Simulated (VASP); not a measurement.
Consider the following.

```
AlTi
1.0
    2.83000     0.00000     0.00000
    0.00000     2.83000     0.00000
    0.00000     0.00000     4.07000
Ti Al
1 1
Direct
  0.00000   0.00000   0.00000
  0.50000   0.50000   0.50000
```

All values below come from PBE GGA with D3 dispersion (zero damping), VASP's PBE PAW potentials (set 64) (plane waves; VASP). Settings: 520 eV cut-off, 12×12×8 Γ-centred mesh, first-order Methfessel-Paxton smearing of 0.10 eV, potentials Ti_sv Al.

Energy and stress use the plane-wave basis of the starting cell.

### Question
The ions, cell shape and volume are relaxed. Which structure does the run end with?

### Answer

```
AlTi
1.0
    2.79077     0.00000     0.00000
    0.00000     2.79077     0.00000
    0.00000     0.00000     4.02282
Ti Al
1 1
Cartesian
  0.00000   0.00000   0.00000
  1.39539   1.39539   2.01141
```
Space group P4/mmm (123), at a tolerance of 0.03 Å.

### Question
How do energy and volume change from the first to the last step?

### Answer
The energy (σ→0) changes by -9.3 meV/atom and the volume by -3.9 %, in 6 ionic steps.

| step | E(σ→0) (eV) | max force (eV/Å) | pressure (GPa) | volume (Å³) |
|---|---|---|---|---|
| 1 | -13.0720 | 0.000 | -4.46 | 32.60 |
| 2 | -13.0826 | 0.000 | 3.26 | 30.50 |
| 3 | -13.0906 | 0.000 | 0.01 | 31.31 |
| 4 | -13.0906 | 0.000 | -0.08 | 31.33 |
| 5 | -13.0906 | 0.000 | -0.09 | 31.33 |
| 6 | -13.0906 | 0.000 | -0.09 | 31.33 |

The compound is TiAl in the L1_0 structure. This run relaxes it. Symmetry was kept, so distortions that lower it aren't found. The electron count is odd and the run is not spin-polarised, which forces a metal.
